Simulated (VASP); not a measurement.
Level of theory: revPBE GGA, VASP's PBE PAW potentials (set 64) (plane waves; VASP).

VASP input:

### POSCAR
```
MoTe2
1
    1.7889409054    -3.0985361009     0.0000000000
    1.7889409054     3.0985361009     0.0000000000
    0.0000000000     0.0000000000    18.9714683851
Te Mo
4 2
Direct
  0.3333330000   0.6666670000   0.8453913461
  0.6666670000   0.3333330000   0.3453913461
  0.6666670000   0.3333330000   0.1546086539
  0.3333330000   0.6666670000   0.6546086539
  0.3333330000   0.6666670000   0.2500000000
  0.6666670000   0.3333330000   0.7500000000
```

INCAR:
```
LASPH = .TRUE.
ISMEAR = 0   # Gaussian
ALGO = Normal   # blocked Davidson
NELM = 100   # most electronic steps
IBRION = 2
ENCUT = 520   # plane-wave cut-off (eV)
SIGMA = 0.05
ISIF = 4   # ions and shape, fixed volume
LCHARG = .FALSE.
SYSTEM = MoTe2
EDIFFG = -0.01   # ionic stop
LREAL = .FALSE.
NSW = 30   # most ionic steps
LWAVE = .FALSE.
GGA = RE   # revPBE
PREC = Accurate
EDIFF = 1E-7
LMAXMIX = 4   # l cut-off of mixed one-centre charges
```

### KPOINTS
```
Automatic mesh
0
Gamma
7 7 2
0 0 0
```

POTCAR, in this order: Te Mo_sv (PBE.64 set). Program: vasp_std.

Without a dispersion term in the relaxation, distances and binding between the weakly bound layers, chains or molecules are unreliable, and so is what depends on them.

Question: Predict the energy per atom (σ→0).

Answer: 
```json
{
 "energy per atom (σ→0)": "-5.671 eV/atom"
}
```

### OSZICAR
```
...
DAV:  11    -0.340259923006E+02   -0.73497E-03   -0.46467E-03  1202   0.354E-01    0.101E-01
DAV:  12    -0.340261832447E+02   -0.19094E-03   -0.42438E-04  1279   0.104E-01    0.424E-02
DAV:  13    -0.340262522513E+02   -0.69007E-04   -0.90133E-04  1174   0.163E-01    0.232E-02
DAV:  14    -0.340262657011E+02   -0.13450E-04   -0.84370E-05  1227   0.458E-02    0.946E-03
DAV:  15    -0.340262712802E+02   -0.55791E-05   -0.10921E-05  1307   0.179E-02    0.404E-03
DAV:  16    -0.340262725312E+02   -0.12510E-05   -0.34132E-06  1054   0.133E-02    0.349E-03
DAV:  17    -0.340262726164E+02   -0.85201E-07   -0.16559E-07   961   0.257E-03
   1 F= -.34026273E+02 E0= -.34026273E+02  d E =-.340263E+02
```

The compound is MoTe2 in the 2H layered structure. It was relaxed first, which changed the volume by +40 %.
